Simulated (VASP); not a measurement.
Data:

```
CELL_PARAMETERS angstrom
      0.00000     2.00691     2.00691
      2.00691     0.00000     2.00691
      2.00691     2.00691     0.00000
ATOMIC_POSITIONS crystal
  Li 0.00000 0.00000 0.00000
  H  0.50000 0.50000 0.50000
```

These are revPBE GGA, VASP's PBE PAW potentials (set 64) (plane waves; VASP) values and carry that method's errors. Run with 520 eV cut-off, 11×11×11 Γ-centred mesh, Gaussian smearing of 0.050 eV, potentials Li_sv H.

Question: What does the run give for the energy per atom (σ→0), pressure?

Answer: 
- energy per atom (σ→0): -3003 meV/atom
- pressure: 1.04 GPa

Total energies compare only between runs with the same potentials, cut-off and functional.

The compound is LiH in the rock salt structure. This cell is one point of a volume scan, at 0.97 of the reference volume.
